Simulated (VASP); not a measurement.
```yaml
crystal:
  lattice:
    - [0.00000, 2.99008, 2.99008]
    - [2.99008, 0.00000, 2.99008]
    - [2.99008, 2.99008, 0.00000]
  atoms:
    - { symbol: Li, position: [0.25000, 0.25000, 0.25000] }
    - { symbol: Li, position: [0.75000, 0.75000, 0.75000] }
    - { symbol: Se, position: [0.00000, 0.00000, 0.00000] }
```

Computed with r2SCAN meta-GGA, VASP's PBE PAW potentials (set 64) (plane waves; VASP). Numerical set-up: 520 eV cut-off, 8×8×8 Γ-centred mesh, Gaussian smearing of 0.050 eV, potentials Li_sv Se.

### Question
Give the energy at these volumes per atom, relative to the lowest: 16.74, 17.27, 17.81, 18.34, 18.87 Å³.

### Answer
8.1, 2.0, 0.0, 1.6, 6.2 meV/atom. A third-order Birch-Murnaghan fit gives B0 = 35.2 GPa and B0′ = 4.1.

Measured: a 6.002 Å (computed value off by -0.4 %), as given by Syrotyuk et al., Condensed Matter Physics (2015), arXiv:1510.06546. The calculation is for a static lattice, while the measured a holds thermal and zero-point effects, which are part of the difference.

The compound is Li2Se in the antifluorite structure. It was relaxed first.
